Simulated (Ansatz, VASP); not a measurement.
# CoSi2: VASP beside Ansatz, part 2 of 2

One calculation is typed for both programs; each brings its own data sets. How far apart do they land? The cell is taken from a series of runs on this material, whose earlier steps may have relaxed, scaled, displaced or heated it; both programs get it as it stands.

VASP 6.6.1 and Ansatz 0.2.0.

So far: The starting structure; VASP: zone-centre phonons, PBEsol.

## 3. Ansatz: zone-centre phonons, PBEsol

Level of this step: Ansatz beside VASP: Kohn-Sham DFT, plane waves, PBEsol (Ansatz).

Ansatz runs on its PAW soft_1 files.

The same cell, functional, mesh and smearing now go to Ansatz, which takes its cutoff from its data sets.

File input.yaml:

```yaml
crystal:
  lattice:
    - [0.0, 2.7083720742, 2.7083720742]
    - [2.7083720742, 0.0, 2.7083720742]
    - [2.7083720742, 2.7083720742, 0.0]
  atoms:
    - { symbol: Si, position: [0.25, 0.25, 0.25] }
    - { symbol: Si, position: [0.75, 0.75, 0.75] }
    - { symbol: Co, position: [0.0, 0.0, 0.0] }
kpoints:
  mp_grid: { grid: [16, 16, 16] }
hamiltonian:
  xc: pbesol
  pseudopotentials: { kind: paw, azcp: { folder: soft_1 }, xc_functional: pbe }
scf:
  occupations: { method: methfessel_paxton, width: 0.2 }
output:
  eigenvalues: true
phonons:
  method: dfpt
```

Started as:

```sh
$ ansatz run input.yaml --threads 4 --pin off --max-ram 10240MiB --backend cpu --events-out ev --progress --plain --runs-dir out
```

Numbers of over 12 decimals in the logs are rounded to 6 here.

Output:

```text
zone centre: on kpoints.mp_grid the ground state, and the responses unless they are solved on pairs of k-points, stand on 349 of the mesh's 4096 k-points, reduced under 8 symmetry operations, with k and −k counted as one. Each operation leaves every solved displacement unchanged or reverses it
Engine: ansatz 0.2.0, x86_64-unknown-linux-gnu
Pseudopotentials: kind: paw
Pseudopotential: Si, paw, valence charge 4, recommended cutoff 420 eV (normal), soft_1/Si.paw.azcp
Pseudopotential: Co, paw, valence charge 17, recommended cutoff 420 eV (normal), soft_1/Co.paw.azcp
Functional definition: PBEsol
  exchange = pbesol_x
  correlation = pbesol_c
Crystal: 3 atoms, lattice volume = 39.733 Å³
Basis set: ecut = 420 eV, 749 PW (Γ), exchange–correlation on 54×54×54 points (8 copies of the dense FFT grid, shifted against one another)
Bands: 17, of which v1, the nominal top of the filled ones, is band 13 counted from 1 (12 counted from 0)
Symmetry: 48 space group operations
k-points: 349 of 4096 (irreducible under 8 space group operations, time reversal used)
Non-local potential: Si, projectors of the file, l = 0: 2, l = 1: 2, l = 2: 1
Non-local potential: Co, projectors of the file, l = 0: 3, l = 1: 2, l = 2: 3, l = 3: 1
PAW form: soft (Blöchl's): semilocal exchange-correlation on the pseudo side does not see the compensation charge
PAW frozen core: Si, regenerated for the run's functional, and the local potential with it (the file was generated under x = pbe(κ = 0.804, μ = 0.219515), c = pbe(β = 0.066725))
PAW frozen core: Co, regenerated for the run's functional, and the local potential with it (the file was generated under x = pbe(κ = 0.804, μ = 0.219515), c = pbe(β = 0.066725))
PAW one-centre angular grid: Si, 110 points (default); XC on 64 Gauss nodes
PAW one-centre angular grid: Co, 590 points (default); XC on 64 Gauss nodes
Initial density: superposition of atomic densities (chi_scale 0.1, normalization cell, long waves kept (reshape's long-wave potential 0.00 eV rms))
Initial wavefunctions: pseudopotential atomic-orbital guess
Functional: x = pbesol(κ = 0.804, μ = 0.123457), c = pbesol(β = 0.046)
SCF iter   1: F=—  HF=-6338.960833 eV  |F-HF|=—  |Δ(HF+E_count)|=         —  Δρ=1.44e-1  dr2=9.12e0  ethr=3.10e-3  ⟨swp⟩=5.2  Hψ=30042  notcnv=0
preconditioner: auto → Kerker (q_TF=auto, 2.526 Å⁻¹)  [metal: Δε(μ)=0.008 eV  Ē_g=8.501 eV  σ=0.200 eV  W_gap=0.03  n_scr=14 (ndim 8)  ℏωp=24.3 eV  f_vac=0.000  D(μ)=1.05/eV (n_scr^D=8)]
SCF iter   2: F=—  HF=-6338.152142 eV  |F-HF|=—  |Δ(HF+E_count)|=   8.09e-1  S|Δr|=    0.00e0  Δρ=5.94e-2  dr2=2.20e0  ethr=3.10e-3  ⟨swp⟩=2.3  Hψ=11667  notcnv=0  defer=71
SCF iter   3: F=—  HF=-6337.678326 eV  |F-HF|=—  |Δ(HF+E_count)|=   4.74e-1  S|Δr|=    0.00e0  Δρ=2.02e-2  dr2=2.39e-1  ethr=3.10e-3  ⟨swp⟩=2.1  Hψ=10343  notcnv=0  defer=71
SCF iter   4: F=—  HF=-6337.650006 eV  |F-HF|=—  |Δ(HF+E_count)|=   2.83e-2  S|Δr|=    0.00e0  Δρ=9.57e-3  dr2=2.69e-2  ethr=9.56e-4  ⟨swp⟩=1.2  Hψ=8740  notcnv=0  defer=62
SCF iter   5: F=—  HF=-6337.648911 eV  |F-HF|=—  |Δ(HF+E_count)|=   1.09e-3  S|Δr|=    0.00e0  Δρ=3.48e-3  dr2=6.20e-3  ethr=1.08e-4  ⟨swp⟩=1.1  Hψ=6069  notcnv=0  defer=57
SCF iter   6: F=—  HF=-6337.648142 eV  |F-HF|=—  |Δ(HF+E_count)|=   7.70e-4  S|Δr|=    0.00e0  Δρ=7.63e-4  dr2=4.31e-4  ethr=2.48e-5  ⟨swp⟩=1.0  Hψ=5928  notcnv=0  defer=57
SCF iter   7: F=—  HF=-6337.648160 eV  |F-HF|=—  |Δ(HF+E_count)|=   1.85e-5  S|Δr|=    0.00e0  Δρ=1.58e-4  dr2=1.69e-5  ethr=1.72e-6  ⟨swp⟩=2.3  Hψ=8467  notcnv=0  defer=57
SCF iter   8: F=—  HF=-6337.648162 eV  |F-HF|=—  |Δ(HF+E_count)|=   1.61e-6  S|Δr|=    0.00e0  Δρ=1.81e-5  dr2=2.31e-7  ethr=6.75e-8  ⟨swp⟩=2.1  Hψ=7481  notcnv=0  defer=57
SCF iter   9: F=—  HF=-6337.648163 eV  |F-HF|=—  |Δ(HF+E_count)|=   8.90e-7  S|Δr|=    0.00e0  Δρ=2.97e-6  dr2=3.26e-9  ethr=9.23e-10  ⟨swp⟩=2.0  Hψ=8472  notcnv=0  defer=57
SCF iter  10: F=-6337.648163 eV  HF=-6337.648163 eV  |F-HF|=5.46e-12  |Δ(HF+E_count)|=  1.62e-10  S|Δr|=    0.00e0  Δρ=1.69e-7  dr2=4.84e-12  ethr=1.00e-12  ⟨swp⟩=5.9  Hψ=32751  notcnv=0
SCF 1 converged in 10 iterations: F = -6337.648163 eV  dr2 = 4.84e-12
  greatest PAW one-centre occupation: 1.000 electrons in one spin orbital (limit 2), on the Co atom at site 2 (counted from 0), in its partial waves of l = 1
DFPT response loops at Γ: preconditioner auto → Kerker (q_TF=auto, 2.526 Å⁻¹) (partly filled bands, converged f_vac=0.000); β = 1.00, the filter's whole step (`scf.mixing.beta` (0.50) is not read by the response loops under this deck's `scf.mixing.preconditioner`; to damp them name `kerker` or `kerker_dos`, under which they read `scf.mixing.beta`, and type it under 1.00, their step now; both keys bind the ground state too); Broyden in place of MSR1
SCF converged after 10 iterations
Stability not checked: this state was not tested for a lower state beside it, because cold or Methfessel-Paxton smearing, or corrected tetrahedra, fill the levels in a way that the test cannot read (fill_not_monotonic; see scf.lower_state_search)
Free energy (F): -6337.648163 eV
Harris-Foulkes:  -6337.648163 eV  (|F-HF|=5.46e-12)
Internal energy: -6337.649205 eV  (E = F + TS)
E sigma→0 (E₀):  -6337.648423 eV
Entropy (-TS):   0.001042 eV (0.347 meV/atom)
Fermi energy:    12.212293 eV
--- Per-component energies (eV) ---
  E_band       = -296.744396
  E_kinetic    = 381.778171
  E_local      = -3949.639723  (includes V_loc(G=0)·N_el)
  E_nonlocal   = 480.048232
  E_hartree    = 1785.511059
  E_xc         = -207.009376
  E_vxc        = -218.839189  (∫ρ·V_xc dr)
  E_paw        = -2536.102570  (= ΣΔE_a)
  E_vpaw       = -561.114006  (= ΣTr[D̂ρ^β])
  E_aug_tail   = 0.000058  (compensation charges beyond the density's cutoff)
  E_ewald      = -2292.486597
  E_core_change = 0.251541  (= ΣΔE_core)
  E_smearing   = 0.001042  (= −TS)
  E_closure    = -0.000000  (closes the sum)
  Σ components = -6337.648163   (vs F -6337.648163, Δ=0.00e0)
--- Band table (eV; the first three rows and the last of 349) ---
  k-point 0: bands = [... 9 lower, 10.4359, 12.6784, 15.5422, 15.5422, 15.5422, 15.6314, 15.6314, 15.6314]
  k-point 1: bands = [... 9 lower, 10.4179, 12.7649, 14.4931, 15.0299, 15.0299, 16.1564, 16.1564, 16.7017]
  k-point 2: bands = [... 9 lower, 10.3717, 12.7565, 13.7594, 14.4914, 14.4914, 16.5305, 16.5305, 17.3086]
  k-point 348: bands = [... 9 lower, 10.0157, 10.3530, 10.8602, 11.5974, 15.7278, 15.7278, 17.9613, 18.7044]
--- Phonons (Γ-DFPT): 2 representative perturbations + reference, on 349 of 4096 k-points (Σ response iterations 6) ---
  k mesh reduced under 8 symmetry operations, with k and −k counted as one. Each operation leaves every solved displacement unchanged or reverses it
  ASR residual: 2.694e-5 → 0.000e0 eV/Å²; symmetrization residual: 6.504e-7 eV/Å²
  ASR residual per site (eV/Å²): 1.69e-5 1.69e-5 2.69e-5
  Γ frequencies (cm⁻¹): 0.00 0.00 0.00 302.95 302.95 302.95 304.20 304.20 304.20
  non-analytic LO–TO correction: not included (Born effective charges unavailable; polar crystals: no LO–TO splitting at Γ)
```

Reading the cycles: dr2 is the Hartree energy of the density residual (eV), the measure of convergence; HF is the Harris–Foulkes estimate of the energy, which meets the free energy F at convergence.

## 4. Comparison

Known differences besides the potentials themselves: the data sets hold 25 valence electrons in Ansatz (on its PAW soft_1 files) and 17 in VASP; the cutoff is 420 eV in Ansatz and 600 eV in VASP; Ansatz makes its cores anew for this functional, VASP keeps those of its PBE data sets. Total energies have different zeros and are not compared.

Both answers:

```tsv
quantity	Ansatz	VASP	difference
optical mode 1 to 3 (cm⁻¹)	302.9	303.8	-0.27 %
optical mode 4 to 6 (cm⁻¹)	304.2	306.1	-0.64 %
```

Modes are paired by rising frequency, not by their patterns, so a pair may set unlike modes beside each other; they are those without the splitting of longitudinal modes.

## 5. Outcome

```json
{
  "r.m.s. difference of the optical zone-centre modes, each program's sorted by frequency (zone-centre phonons, PBEsol)": "1.5 cm⁻¹",
  "difference in optical mode 4 to 6 (zone-centre phonons, PBEsol)": "-0.6 %"
}
```

**Reading.** The r.m.s. difference of the optical zone-centre modes, each program's sorted by frequency is 1.5 cm⁻¹ (zone-centre phonons, PBEsol). The data sets hold unlike numbers of valence electrons (25 in Ansatz and 17 in VASP), so part of the differences comes from the potentials. Among the rows given in per cent, the largest difference of the zone-centre phonons, PBEsol pair is in optical mode 4 to 6, -0.6 %. Such differences can come from data sets, numerical settings and the points named under the comparisons, not from the functional's error against experiment.

[Lines on the potential files, build, host, timing and source positions are cut from VASP's logs without a mark.]

[Logs are printed without paths, hosts, clocks, repeated set-up lines and the standing remarks that a program may print on its own settings, such as how far it seeks lower states.]

[Hosts, paths, dates, database ids (printed as entryN), source tags and the programs' standing remarks are cut or masked in the printed files.]
